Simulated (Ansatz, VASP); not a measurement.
ZrMo2C2: VASP beside Ansatz

```
Zr Mo C
1.0
     4.15513    0.00000    0.00000
     0.00000    4.15513    0.00000
     0.00000    0.00000    7.32217
Zr Mo C
2 4 4
Direct
  0.00000 0.50000 0.32693
  0.50000 0.00000 0.67307
  0.00000 0.00000 0.00000
  0.50000 0.50000 0.00000
  0.00000 0.50000 0.69250
  0.50000 0.00000 0.30750
  0.00000 0.00000 0.50000
  0.50000 0.50000 0.50000
  0.00000 0.50000 0.97380
  0.50000 0.00000 0.02620
```

Change from the starting cell: species swapped into the CeSb2Pd2 type (P4/nmm, No. 129).

Alike in both runs: functional PBE; k mesh 4 × 4 × 2; occupations gaussian, width 0.1 eV; no spin polarisation.

Ansatz relaxed the structure, and its values are those at the end. VASP's run is a single point on that final structure, the one shown.

|  | VASP | Ansatz |
| --- | --- | --- |
| version | VASP 6.6.1 | Ansatz 0.2.0 |
| potentials or method | VASP PAW PBE potentials, release 64 (Zr_sv, Mo_sv, C) | scalar-relativistic, plane waves, PAW |
| plane-wave cutoff (eV) | 520 | 420 |
| valence electrons in the cell | 96 | 96 |

|  | VASP | Ansatz | Ansatz less VASP |
| --- | --- | --- | --- |
| gap on the k mesh at the Fermi level (eV) | none | none | - |
| pressure (GPa) | 0.3 | 0.0 | -0.36 |
| rms of the force components (eV/Å) | 0.005 | 0.002 | -0.0035 |

A gap of «none» marks a metal or a gap that the smearing closes.

Caveats: the k mesh is coarse (spacing up to 0.43 Å⁻¹), so the values aren't converged.
